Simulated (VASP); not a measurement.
The cell holds one Ca (fcc) (100) slab, with vacuum along c, ions free to move until forces fall under 0.03 eV/Å, no reconstruction beyond this cell, dipole correction on.

```yaml
crystal:
  lattice:
    - [3.94043, 0.00000, 0.00000]
    - [0.00000, 3.94043, 0.00000]
    - [0.00000, 0.00000, 26.12534]
  atoms:
    - { symbol: Ca, position: [0.00000, 0.50000, 0.34053] }
    - { symbol: Ca, position: [0.50000, 0.00000, 0.44549] }
    - { symbol: Ca, position: [0.00000, 0.50000, 0.55451] }
    - { symbol: Ca, position: [0.50000, 0.00000, 0.65947] }
```

Calculation: r2SCAN meta-GGA, VASP's PBE PAW potentials (set 64) (plane waves; VASP 6.6.1). Settings: 400 eV cut-off, 7×7×1 Γ-centred mesh, first-order Methfessel-Paxton smearing of 0.10 eV, potentials Ca_sv.

Slab and bulk use different k-meshes, so the surface energy is good to a few per cent at best.

**Question.** Predict its surface energy, work function, band gap (on the k-mesh).

**Answer.** 
* **surface energy**: 0.47 J/m²
* **work function**: 2.85 eV
* **band gap (on the k-mesh)**: none (metal, semimetal or under 0.01 eV)

The cell is a thin slab with vacuum, built from Ca (fcc): (100) face.
